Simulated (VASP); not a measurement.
Input:

```
CELL_PARAMETERS angstrom
      0.00000     2.29000     2.29000
      2.29000     0.00000     2.29000
      2.29000     2.29000     0.00000
ATOMIC_POSITIONS crystal
  Zr 0.00000 0.00000 0.00000
  N  0.50000 0.50000 0.50000
```

Method: PBE GGA, VASP's PBE PAW potentials (set 64) (plane waves; VASP). Numerical set-up: 400 eV cut-off, 12×12×12 Γ-centred mesh, Fermi-Dirac smearing of 0.10 eV, potentials Zr_sv N.

Q: Give the energies of bands 6 to 11 at the high-symmetry points, in eV from the Fermi level.

A: 
| band | Γ | X | U | L | W |
|---|---|---|---|---|---|
| 6 | -2.65 | -4.57 | -5.51 | -7.68 | -5.45 |
| 7 | -2.65 | -3.49 | -4.75 | -5.71 | -4.75 |
| 8 | -2.65 | -3.17 | -4.47 | -5.71 | -4.75 |
| 9 | -0.40 | -3.17 | -0.71 | 3.04 | 1.03 |
| 10 | -0.40 | 3.38 | 3.42 | 3.10 | 1.03 |
| 11 | -0.40 | 4.55 | 3.69 | 3.10 | 4.56 |

It has no gap at this level: it comes out as a metal or semimetal.

The structure is a typed ZrN crystal. The cell was not relaxed at this level. The electron count is odd and the run is not spin-polarised, which forces a metal.
